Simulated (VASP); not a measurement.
Computed with r2SCAN meta-GGA, VASP's PBE PAW potentials (set 64) (plane waves; VASP).

VASP ran on this input.

**KPOINTS**
```
Automatic
0
Gamma
  1 1 1
0 0 0
```

POSCAR:
```
O atom
12.0
  1.0000000000   0.0000000000   0.0000000000
  0.0000000000   1.0416666667   0.0000000000
  0.0000000000   0.0000000000   1.0833333333
O
1
Cart
  0.0000000000   0.0000000000   0.0000000000
```

**INCAR**
```
SYSTEM=O atom
PREC=Normal; ENCUT=520; LREAL=.False.
LASPH=.True.; ISYM=0
EDIFF=1E-6; NELM=200; ALGO=All
LMIXTAU=.True.
ISMEAR=0; SIGMA=0.01
METAGGA=R2SCAN
ISPIN=2; MAGMOM=2; NUPDOWN=2
LWAVE=.False.; LCHARG=.False.; LORBIT=10
```

POTCAR, in this order: O (PBE.64 set). Program: vasp_gam. Read from the step before: WAVECAR.

Output

### OUTCAR
```
 ion  position               nearest neighbor table
   1  0.000  0.000  0.000-
 Subroutine IBZKPT returns following result:
 Found      1 irreducible k-points:

 Following reciprocal coordinates:
            Coordinates               Weight
  0.000000  0.000000  0.000000      1.000000
   k-points           NKPTS =      1   k-points in BZ     NKDIM =      1   number of bands    NBANDS=      8
   number of dos      NEDOS =    301   number of ions     NIONS =      1
   total plane-waves  NPLWV = 392000
   dimension x,y,z NGX =    70 NGY =   70 NGZ =   80
   dimension x,y,z NGXF=   140 NGYF=  140 NGZF=  160
   ions per type =               1
   PREC   = normal    normal or accurate (medium, high low for compatibility)
   ISTART =      1    job   : 0-new  1-cont  2-samecut
   ICHARG =      0    charge: 1-file 2-atom 10-const
   ISPIN  =      2    spin polarized calculation?
   LNONCOLLINEAR =      F non collinear calculations
   LSORBIT =      F    spin-orbit coupling
   INIWAV =      1    electr: 0-lowe 1-rand  2-diag
   ENCUT  =  520.0 eV  38.22 Ry    6.18 a.u.  22.31 23.24 24.17*2*pi/ulx,y,z
   NELM   =    200;   NELMIN=  2; NELMDL=  0     # of ELM steps
   EDIFF  = 0.1E-05   stopping-criterion for ELM
   LREAL  =      F    real-space projection
   NLSPLINE    = F    spline interpolate recip. space projectors
   LMAXMIX     =    2 max onsite mixed and CHGCAR
   VOSKOWN=      0    Vosko Wilk Nusair interpolation
   EDIFFG = 0.1E-04   stopping-criterion for IOM
   NSW    =      0    number of steps for IOM
   NBLOCK =      1;   KBLOCK =      1    inner block; outer block
   IBRION =     -1    ionic relax: 0-MD 1-quasi-New 2-CG
   NFREE  =      0    steps in history (QN), initial steepest desc. (CG)
   ISIF   =      2    stress and relaxation
   ISYM   =      0    0-nonsym 1-usesym 2-fastsym
   TEIN   =    0.0    initial temperature
   TEBEG  =    0.0;   TEEND  =   0.0 temperature during run
   SMASS  =  -3.00    Nose mass-parameter (am)
   PSTRESS=    0.0 pullay stress
   NELECT =       6.0000    total number of electrons
...
```

**OSZICAR**
```
       N       E                     dE             d eps       ncg     rms           ort
SDA:   1    -0.264592235816E+01   -0.26459E+01    0.00000E+00     8   0.847E-01   0.000E+00
CGA:   2    -0.266468895019E+01   -0.18767E-01   -0.18813E-01     8   0.256E-01   0.199E-04
SDA:   3    -0.278797993396E+01   -0.12329E+00   -0.12396E+00     8   0.137E+02   0.394E-03
CGA:   4    -0.311596747076E+01   -0.32799E+00   -0.22017E+01     8   0.215E+00   0.114E-01
CGA:   5    -0.317645207983E+01   -0.60485E-01   -0.60440E-01     8   0.129E+00  -0.805E-03
CGA:   6    -0.321150719793E+01   -0.35055E-01   -0.35056E-01     8   0.149E-01  -0.209E-03
CGA:   7    -0.321642306101E+01   -0.49159E-02   -0.49126E-02     8   0.552E-02   0.397E-05
CGA:   8    -0.321778034947E+01   -0.13573E-02   -0.13537E-02     8   0.878E-03   0.635E-04
CGA:   9    -0.321807642868E+01   -0.29608E-03   -0.29050E-03     8   0.181E-03   0.664E-04
CGA:  10    -0.321812716291E+01   -0.50734E-04   -0.55315E-04     8   0.359E-04   0.198E-04
SDA:  11    -0.321812748656E+01   -0.32365E-06   -0.79400E-05     8   0.106E-04   0.180E-04
SDA:  12    -0.321813995725E+01   -0.12471E-04   -0.12884E-04     8   0.463E-05   0.588E-05
 trl  13    -0.321813961884E+01    0.33841E-06   -0.25617E-05     8   0.463E-05   0.405E-05
SDA:  14    -0.321813940757E+01    0.54968E-06   -0.25617E-05     8   0.345E-05   0.377E-05
SDA:  15    -0.321814177865E+01   -0.23711E-05   -0.23706E-05     8   0.186E-05   0.241E-05
SDA:  16    -0.321816615486E+01   -0.24376E-04   -0.27639E-04     8   0.224E-05  -0.110E-05
 trl  17    -0.321816615441E+01    0.45094E-09   -0.16148E-05     8   0.224E-05   0.224E-05
SDA:  18    -0.321816615417E+01    0.68786E-09   -0.16148E-05     8   0.230E-05   0.224E-05
   1 F= -.32181662E+01 E0= -.32181662E+01  d E =-.477344E-13  mag=     2.0000
```

### OUTCAR
```
------------------------ aborting loop because EDIFF is reached ----------------------------------------
  FORCE on cell =-STRESS in cart. coord.  units (eV):
  Direction    XX          YY          ZZ          XY          YZ          ZX
  --------------------------------------------------------------------------------------
  Total       -0.0189920     -0.0268657     -0.0335834     -0.0012525      0.0037499      0.0012724
  in kB       -0.0156044     -0.0220736     -0.0275931     -0.0010291      0.0030810      0.0010455
  external PRESSURE =      -0.0217570 kB  Pullay stress =       0.0000000 kB
  volume of cell :     1950.00
      direct lattice vectors                 reciprocal lattice vectors
    12.000000000  0.000000000  0.000000000     0.083333333  0.000000000  0.000000000
     0.000000000 12.500000000  0.000000000     0.000000000  0.080000000  0.000000000
     0.000000000  0.000000000 13.000000000     0.000000000  0.000000000  0.076923077
 POSITION                                       TOTAL-FORCE (eV/Angst)
 -----------------------------------------------------------------------------------
      0.00000      0.00000      0.00000         0.000002      0.000040      0.000015
 -----------------------------------------------------------------------------------
    total drift:                                0.000002      0.000040      0.000015
  FREE ENERGIE OF THE ION-ELECTRON SYSTEM (eV)
  ---------------------------------------------------
  free  energy   TOTEN  =        -3.2181661542 eV

  energy  without entropy=       -3.2181661542  energy(sigma->0) =       -3.21816615

 total charge

# of ion       s       p       d       tot
------------------------------------------
    1        1.626   2.948   0.000   4.574

 magnetization (x)

# of ion       s       p       d       tot
------------------------------------------
    1        0.015   1.543   0.000   1.559
```
(Selected blocks of OUTCAR.)

The atom may not be in its lowest state.

The cell is a free atom in a box.
